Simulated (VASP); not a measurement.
GaSb (relaxed from the wurtzite structure, space group P6_3mc): computed properties

Method: PBEsol GGA, VASP's PBE PAW potentials (set 64) (plane waves; VASP 6.6.1).

| Quantity | Value |
|---|---|
| space group | P6_3mc (186) |
| cell | a = 4.305 Å, b = 4.305 Å, c = 7.093 Å, α = 90.00°, β = 90.00°, γ = 120.00° |
| volume per atom | 28.46 Å^3/atom |
| band gap (over mesh and band path) | 0.03 eV |
| smallest direct gap (over mesh and band path) | 0.03 eV |
| band-edge character | direct, Γ to Γ |
| density | 5.59 g/cm³ |

Space group P6₃mc (No. 186); a = b = 4.3050 Å, c = 7.0935 Å, α = β = 90.00°, γ = 120.00°

```json
[
 {"atom": "Ga", "site": "2b", "symmetry": "3m.", "x": "0.3333", "y": "0.6667", "z": "0.0004"},
 {"atom": "Sb", "site": "2b", "symmetry": "3m.", "x": "0.3333", "y": "0.6667", "z": "0.3746"}
]
```

Unless said otherwise, spin-orbit coupling is left out, though it shifts the bands of the heavy elements here.

The structure was generated: GaSb was put into the wurtzite type (P6_3mc), which need not be its known phase. It was relaxed first. Symmetry was kept, so distortions that lower it aren't found.
